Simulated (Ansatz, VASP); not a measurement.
**AlBN: VASP beside Ansatz**

```
Al B N
1.0
     3.30126    0.00000    0.00000
    -1.65063    2.85897    0.00000
     0.00000    0.00000    8.49178
Al B N
2 2 2
Cartesian
  0.0000 0.0000 6.4111
  0.0000 0.0000 2.0807
  0.0000 0.0000 4.2459
  0.0000 0.0000 0.0000
  0.0000 1.9060 4.2459
  1.6506 0.9530 4.2459
```

Alike in both runs: functional PBE; k mesh 15 × 15 × 6; occupations gaussian, width 0.1 eV; no spin polarisation.

Ansatz relaxed the structure, and its values are those at the end. VASP's run is a single point on that final structure, the one shown.

|  | VASP | Ansatz |
| --- | --- | --- |
| version | VASP 6.6.1 | Ansatz 0.2.0 |
| potentials or method | VASP PAW PBE potentials, release 64 (Al, B, N) | scalar-relativistic, plane waves, PAW |
| plane-wave cutoff (eV) | 520 | 420 |
| valence electrons in the cell | 22 | 22 |

Ansatz gave:

* gap on the k mesh at the Fermi level (eV): none
* pressure (GPa): 0.0

Problem. Estimate VASP's values.

Solution. gap on the k mesh at the Fermi level (eV): none; pressure (GPa): -0.1.

A gap of «none» marks a metal or a gap that the smearing closes. With one functional, cell and mesh, what is left measures potentials, basis and numerics.
